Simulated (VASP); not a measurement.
# Mg2Pd3Se2 in VASP: further runs, part 2 of 2

VASP 6.6.1.

## 4. Single point, PBE

INCAR

```
SYSTEM = Mg2Pd3Se2
ALGO     = Fast           ! electronic algorithm
EDIFF    = 1E-7           ! SCF threshold, eV
ENCUT    = 520            ! plane-wave cutoff, eV
GGA      = PE             ! functional
ISIF     = 2              ! what is computed and relaxed
ISMEAR   = -1             ! smearing method
LASPH    = .TRUE.         ! aspherical terms in the spheres
LCHARG   = .FALSE.        ! write CHGCAR
LREAL    = .FALSE.        ! projectors in reciprocal space
LWAVE    = .FALSE.        ! write WAVECAR
NBANDS   = 59             ! bands
NELM     = 60             ! most SCF steps
PREC     = Accurate       ! precision mode
SIGMA    = 0.05           ! smearing width, eV
```

KPOINTS

```
k-points
0
G
  2 3 3
  0 0 0
```

POSCAR

```
Mg2Pd3Se2
1.0
    6.4357530000      0.2110000000     -3.9674270000
   -0.0166990000      6.4234120000     -0.0308630000
    1.0569120000     -0.5100480000      5.0833690000
Mg Se Pd
4 4 6
Direct
    1.0549153256      0.7856317693      0.7263270675
    0.3564669134      0.0983810670      0.1319417873
    0.8571740157      0.2414852699      0.8410778941
    0.7458496898      0.4819546720      0.3561051272
    0.1331934869      0.4561975398      0.1985687171
    0.7085719055      0.0486237664      0.3395232541
    0.8050757375      0.7253962383      0.0283853330
    0.1126591567      0.1015580719      0.3978045597
    0.2182685303      0.8065072513      0.2534898988
    0.5830198709      0.8775796347      0.6223468172
    0.5573041503      0.2692006854      0.8837013158
    0.4591941063      0.4673239313      0.4417586278
    0.4837611037      0.6823495565      0.0049091889
    0.1870696253      0.3510376178      0.7890373798
```

Potentials or basis: VASP PAW PBE potentials, release 64 (Mg, Se, Pd).

Run with:

```console
cat potpaw_PBE.64/Mg/POTCAR potpaw_PBE.64/Se/POTCAR potpaw_PBE.64/Pd/POTCAR > POTCAR
mpirun -np 1 vasp_std > vasp.out
```

OUTCAR:

```text
SYSTEM = Mg2Pd3Se2
   EDIFF = 1E-7
   ENCUT = 520
   GGA = PE
   ISIF = 2
   ISMEAR = -1
   LASPH = .TRUE.
   LREAL = .FALSE.
   NELM = 60
   PREC = Accurate

 ion  position               nearest neighbor table
   1  0.055  0.786  0.726-   9 2.59   7 2.90   8 2.92  14 2.95   4 3.07   9 3.13   2 3.13  13 3.15
                             3 3.34  10 3.47
   2  0.356  0.098  0.132-   9 2.41  14 2.53   6 2.53  11 2.63   8 2.66  12 2.70   5 2.88  13 2.90
                            10 3.02   1 3.13
   3  0.857  0.241  0.841-  11 2.35   5 2.59   6 2.65  14 2.72   4 2.96  10 3.03   8 3.10   7 3.22
                             4 3.31   1 3.34  12 3.41
   4  0.746  0.482  0.356-  12 2.36   7 2.59  13 2.61  11 2.64   6 2.80   3 2.96   1 3.07  10 3.19
                             3 3.31  14 3.47
   5  0.133  0.456  0.199-   9 2.32  14 2.34  12 2.36   3 2.59   8 2.63   2 2.88  14 3.11
   6  0.709  0.049  0.340-  10 2.37   2 2.53   3 2.65   7 2.74  11 2.78   4 2.80  13 2.97
[... 832 lines left out ...]

  FORCE on cell =-STRESS in cart. coord.  units (eV):
  Direction    XX          YY          ZZ          XY          YZ          ZX
  --------------------------------------------------------------------------------------
  -------------------------------------------------------------------------------------
  Total       24.2897682     28.3150970     21.6476436      1.1985242      0.8783179     -5.9297847
  in kB      164.2361614    191.4535700    146.3713385      8.1038654      5.9387787    -40.0944573
  external PRESSURE =     167.3536899 kB  Pullay stress =       0.0000000 kB

 VOLUME and BASIS-vectors are now :
 -----------------------------------------------------------------------------
  energy-cutoff  :      520.00
  volume of cell :      236.95
      direct lattice vectors                 reciprocal lattice vectors
     6.435753000  0.211000000 -3.967427000     0.137734528  0.000220581 -0.028615032
    -0.016699000  6.423412000 -0.030863000     0.004013373  0.155762018  0.014794189
     1.056912000 -0.510048000  5.083369000     0.107522305  0.001117846  0.174476521

 POSITION                                       TOTAL-FORCE (eV/Angst)
 -----------------------------------------------------------------------------------
      1.10797      4.68756      3.45007         0.152552     -0.146494     -0.591981
      2.43194      0.63986     -0.74658         0.478217      0.255708     -0.545013
      6.40147      1.30303      0.86728         0.683940     -0.231152     -0.435424
      5.16843      3.07154     -1.16376         1.116623     -0.136243     -0.477792
      1.05945      2.85717      0.46688        -0.787287     -0.180734      0.505092
      4.91823      0.28867     -1.08679        -0.112008      1.011832     -0.369997
      5.19916      4.81491     -3.07217         0.132866     -0.226685     -1.105930
      1.14380      0.47322      1.57209        -0.634473      0.857173      1.982164
      1.65917      5.09729      0.39773         0.801989     -1.580394     -0.561631
      4.39528      5.44265      0.82345         0.097322     -0.277891      0.423826
      4.51617      1.39605      2.27281        -0.491524     -0.330247      0.820318
      3.41436      2.87339      0.40938         0.312909     -0.195869      0.958973
      3.10716      4.48258     -1.91539        -1.351652      0.108989      0.168386
      2.03202      1.89188      3.25795        -0.399475      1.072007     -0.770990
 -----------------------------------------------------------------------------------
    total drift:                               -0.001322      0.000200      0.001923

  FREE ENERGIE OF THE ION-ELECTRON SYSTEM (eV)
  ---------------------------------------------------
  free  energy   TOTEN  =       -52.6348749039 eV

  energy  without entropy=      -52.5977962557  energy(sigma->0) =      -52.61633558
```

Run time: 5.3 min. Hardware: 1 thread of AMD EPYC 7R43 (Zen 3), shared host; peak memory 0.36 GiB.

Results:

```
Free energy            : -52.6349 eV
Pressure               : 16.7 GPa
Largest force          : 2.251 eV/Å
Band gap on the k mesh : 0.11 eV, indirect (least direct gap 0.20 eV)
```

Forces on the atoms (eV/Å):
```
Mg   0.153 -0.146 -0.592
Mg   0.478  0.256 -0.545
Mg   0.684 -0.231 -0.435
Mg   1.117 -0.136 -0.478
Se  -0.787 -0.181  0.505
Se  -0.112  1.012 -0.370
Se   0.133 -0.227 -1.106
Se  -0.634  0.857  1.982
Pd   0.802 -1.580 -0.562
Pd   0.097 -0.278  0.424
Pd  -0.492 -0.330  0.820
Pd   0.313 -0.196  0.959
Pd  -1.352  0.109  0.168
Pd  -0.399  1.072 -0.771
```

Stress tensor (GPa, compression positive):
```
16.42  0.81 -4.01
 0.81 19.15  0.59
-4.01  0.59 14.64
```

Levels at points of the mesh, in eV from the valence-band top:
| k point | band 44 | band 45 | band 46 | band 47 | band 48 | band 49 |
| --- | --- | --- | --- | --- | --- | --- |
| (0.00, 0.00, 0.00) | -1.00 | -0.56 | -0.34 | 0.28 | 0.66 | 0.85 |
| (0.50, 0.00, 0.00) | -0.79 | -0.58 | -0.28 | 0.14 | 0.52 | 1.06 |

Caveat: the k mesh is coarse (spacing up to 0.44 Å⁻¹), so the values aren't converged; so large a pressure means that the cell lies far from this level's equilibrium, or that cutoff or potentials fall short.
